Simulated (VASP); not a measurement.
A run of VASP 6.6.1:

The input INCAR:

```
SYSTEM = WSeS
ALGO     = Normal         ! electronic algorithm
EDIFF    = 1E-6           ! SCF threshold, eV
EDIFFG   = -0.005         ! ionic threshold
ENCUT    = 600            ! plane-wave cutoff, eV
GGA      = PS             ! functional
IBRION   = 2              ! ionic algorithm
ISIF     = 3              ! what is computed and relaxed
ISMEAR   = 0              ! smearing method
LASPH    = .True.         ! aspherical terms in the spheres
LATTICE_CONSTRAINTS= .TRUE. .TRUE. .FALSE.
LCHARG   = .False.        ! write CHGCAR
LREAL    = .False.        ! projectors in reciprocal space
LWAVE    = .False.        ! write WAVECAR
NELM     = 120            ! most SCF steps
NSW      = 60             ! ionic steps
PREC     = Accurate       ! precision mode
SIGMA    = 0.03           ! smearing width, eV
```

The input KPOINTS:

```
k-points
0
Gamma
  12 12 1
  0 0 0
```

File POSCAR:

```
WSeS
1.0
    3.2400000000      0.0000000000      0.0000000000
   -1.6200000000      2.8059223100      0.0000000000
    0.0000000000      0.0000000000     19.2000000000
S W Se
1 1 1
Direct
    0.6666670000      0.3333330000      0.4166666700
    0.3333330000      0.6666670000      0.4963541700
    0.6666670000      0.3333330000      0.5833333300
```

Potentials or basis: VASP PAW PBE potentials, release 64 (S, W_sv, Se).

Command:

```console
$ cat potpaw_PBE.64/S/POTCAR potpaw_PBE.64/W_sv/POTCAR potpaw_PBE.64/Se/POTCAR > POTCAR
$ mpirun -np 1 vasp_std > vasp.out
```

Hardware: 1 thread of Intel(R) Xeon(R) 6975P-C (Granite Rapids), on a shared host.

**Question.** How long does it take, and how much memory?

**Answer.** Wall time 5.6 min on 1 thread of Intel(R) Xeon(R) 6975P-C (Granite Rapids), on a shared host, peak memory 0.42 GiB. Counts: scf iterations 83, k points 19, ion steps 17.
